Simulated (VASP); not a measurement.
Set up this calculation in VASP 6.6.1, as the native input.

```yaml
Task: relaxation of cell and atoms
Functional: PBE
Potentials_or_basis: VASP PAW PBE potentials, release 64 (Be, Sn_d, Cl)
Cutoff: 600 eV
k_mesh: 10 × 10 × 16
Occupations: gaussian, width 0.1 eV
Spin: no spin polarisation
Dipole_correction: no
Further_INCAR_settings: ALGO = Fast; EDIFF = 1e-07; IBRION = 2; EDIFFG = -0.01; NSW = 100; ISIF = 3
```

The structure of Be2SnCl lies in POSCAR:

```
Be2SnCl
1.0
    4.6267561297      0.0000000000      0.0000000000
    0.0000000000      4.6267561297      0.0000000000
    0.0000000000      0.0000000000      3.0329759919
Be Sn Cl
2 1 1
Direct
    0.5000000000      0.0000000000      0.0000000000
    0.0000000000      0.5000000000      0.0000000000
    0.0000000000      0.0000000000      0.5000000000
    0.5000000000      0.5000000000      0.0000000000
```

The cell was built by a generator and needn't be a form met in nature.

The cell isn't the ideal one: random cell by space group and Wyckoff sites (P4mm, No. 99).

These files were run (other wordings do the same):

INCAR

```
SYSTEM = Be2SnCl
ALGO = Fast ; EDIFF = 1E-7
EDIFFG = -0.01 ; ENCUT = 600
GGA = PE ; IBRION = 2
ISIF = 3 ; ISMEAR = 0
LASPH = .True. ; LCHARG = .False.
LREAL = .False. ; LWAVE = .False.
NELM = 60 ; NSW = 100
PREC = Accurate ; SIGMA = 0.1
```

KPOINTS

```
k-points
0
Gamma
  10 10 16
  0 0 0
```

Potentials or basis: VASP PAW PBE potentials, release 64 (Be, Sn_d, Cl).

Command:

```sh
$ cat potpaw_PBE.64/Be/POTCAR potpaw_PBE.64/Sn_d/POTCAR potpaw_PBE.64/Cl/POTCAR > POTCAR
$ mpirun -np 1 vasp_std > vasp.out
```

Results of the run:

| Quantity | Value |
| --- | --- |
| Relaxed volume | 16.21 Å³/atom |
| Relaxed cell | a = 4.626 Å, b = 4.626 Å, c = 3.031 Å, α = 90.00°, β = 90.00°, γ = 90.00° |
| Space group after relaxing (to 0.05 Å) | P4/mmm (No. 123) |
| Energy gained by relaxing | 0.0 meV/atom |
| Ionic steps | 2 |
| Pressure after relaxing | 0.0 GPa |
| Band gap on the k mesh | none (metal or under the smearing width) |

Caveat: an odd number of electrons without spin polarisation forces a metal; a magnetic or distorted state may lie lower.

Wall time 2.5 min on 1 thread of Intel(R) Xeon(R) Platinum 8488C (Sapphire Rapids) (shared host), peak memory 0.39 GiB.
